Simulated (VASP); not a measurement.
Data:

```
CuCl
1.0
    0.00000     2.75391     2.75391
    2.75391     0.00000     2.75391
    2.75391     2.75391     0.00000
Cu Cl
1 1
Direct
  0.00000   0.00000   0.00000
  0.25000   0.25000   0.25000
```

These are revPBE GGA, VASP's PBE PAW potentials (set 64) (plane waves; VASP) values and carry that method's errors. Run with 520 eV cut-off, Gaussian smearing of 0.050 eV, potentials Cu Cl.

Problem. Predict the band gap (along the path) with the smallest direct gap where there is one.

Solution. 
| Item | Result |
|---|---|
| band gap (along the path) | 0.56 eV |
| smallest direct gap (along the path) | 0.56 eV |

The absolute energy has meaning only against runs of the same code, potentials and settings.

The compound is CuCl in the zinc blende structure. It was relaxed first, which changed the volume by +6 %.
